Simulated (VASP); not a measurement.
A convergence study with VASP on ZrS2 (1T layered): one setting is varied, all else stays as given below, so the limit is that of these other settings.

```xyz
3
Lattice="1.8300 -3.1697 0.0000 1.8300 3.1697 0.0000 0.0000 0.0000 5.8200" Properties=species:S:1:pos:R:3 pbc="T T T"
Zr     0.0000     0.0000     0.0000
S      1.8300     1.0566     1.4550
S      1.8300    -1.0566     4.3650
```

Computed with PBE GGA, VASP's PBE PAW potentials (set 64) (plane waves; VASP). The tightest run used: 550 eV cut-off, 16×16×10 Γ-centred mesh, Gaussian smearing of 0.050 eV, potentials Zr_sv S.

Q: The settings run are 1×1×1 mesh; 2×2×1 mesh; 3×3×2 mesh; 4×4×2 mesh; 5×5×3 mesh; 6×6×4 mesh; 7×7×4 mesh; 8×8×5 mesh; 9×9×6 mesh; 10×10×6 mesh; 11×11×7 mesh; 12×12×8 mesh; 13×13×8 mesh; 14×14×9 mesh; 15×15×9 mesh; 16×16×10 mesh. From which on does the energy per atom stay within 0.01 eV/atom of the tightest run?

A: From 5×5×3 mesh on: it is off by 0.0089 there and by no more than 0.01 in any finer run, while 4×4×2 mesh is off by 0.0254.
```json
[
 {"setting": "1×1×1 mesh", "E (eV/atom)": "-4.6117", "pressure (GPa)": "21.02", "largest force (eV/Å)": "4.845", "irreducible k-points": "1", "difference judged (eV/atom)": "2.5210"},
 {"setting": "2×2×1 mesh", "E (eV/atom)": "-6.8712", "pressure (GPa)": "3.19", "largest force (eV/Å)": "0.481", "irreducible k-points": "2", "difference judged (eV/atom)": "0.2614"},
 {"setting": "3×3×2 mesh", "E (eV/atom)": "-7.0724", "pressure (GPa)": "2.17", "largest force (eV/Å)": "0.166", "irreducible k-points": "6", "difference judged (eV/atom)": "0.0602"},
 {"setting": "4×4×2 mesh", "E (eV/atom)": "-7.1072", "pressure (GPa)": "1.85", "largest force (eV/Å)": "0.074", "irreducible k-points": "8", "difference judged (eV/atom)": "0.0254"},
 {"setting": "5×5×3 mesh", "E (eV/atom)": "-7.1237", "pressure (GPa)": "1.62", "largest force (eV/Å)": "0.057", "irreducible k-points": "12", "difference judged (eV/atom)": "0.0089"},
 {"setting": "6×6×4 mesh", "E (eV/atom)": "-7.1293", "pressure (GPa)": "1.52", "largest force (eV/Å)": "0.049", "irreducible k-points": "24", "difference judged (eV/atom)": "0.0033"},
 {"setting": "7×7×4 mesh", "E (eV/atom)": "-7.1313", "pressure (GPa)": "1.49", "largest force (eV/Å)": "0.044", "irreducible k-points": "28", "difference judged (eV/atom)": "0.0013"},
 {"setting": "8×8×5 mesh", "E (eV/atom)": "-7.1321", "pressure (GPa)": "1.47", "largest force (eV/Å)": "0.041", "irreducible k-points": "40", "difference judged (eV/atom)": "0.0005"},
 {"setting": "9×9×6 mesh", "E (eV/atom)": "-7.1324", "pressure (GPa)": "1.46", "largest force (eV/Å)": "0.040", "irreducible k-points": "62", "difference judged (eV/atom)": "0.0002"},
 {"setting": "10×10×6 mesh", "E (eV/atom)": "-7.1325", "pressure (GPa)": "1.46", "largest force (eV/Å)": "0.039", "irreducible k-points": "72", "difference judged (eV/atom)": "0.0001"},
 {"setting": "11×11×7 mesh", "E (eV/atom)": "-7.1326", "pressure (GPa)": "1.46", "largest force (eV/Å)": "0.039", "irreducible k-points": "94", "difference judged (eV/atom)": "0.0000"},
 {"setting": "12×12×8 mesh", "E (eV/atom)": "-7.1326", "pressure (GPa)": "1.46", "largest force (eV/Å)": "0.039", "irreducible k-points": "131", "difference judged (eV/atom)": "0.0000"},
 {"setting": "13×13×8 mesh", "E (eV/atom)": "-7.1326", "pressure (GPa)": "1.45", "largest force (eV/Å)": "0.039", "irreducible k-points": "147", "difference judged (eV/atom)": "0.0000"},
 {"setting": "14×14×9 mesh", "E (eV/atom)": "-7.1326", "pressure (GPa)": "1.45", "largest force (eV/Å)": "0.039", "irreducible k-points": "184", "difference judged (eV/atom)": "0.0000"},
 {"setting": "15×15×9 mesh", "E (eV/atom)": "-7.1326", "pressure (GPa)": "1.45", "largest force (eV/Å)": "0.039", "irreducible k-points": "211", "difference judged (eV/atom)": "0.0000"},
 {"setting": "16×16×10 mesh", "E (eV/atom)": "-7.1326", "pressure (GPa)": "1.45", "largest force (eV/Å)": "0.039", "irreducible k-points": "264", "difference judged (eV/atom)": "0.0000"}
]
```

Left out are rungs that failed or repeat a setting and relaxations that didn't move; long series are thinned to 24 rows.

The compound is ZrS2 in the 1T layered structure. The cell was not relaxed at this level, forces remain on its atoms.
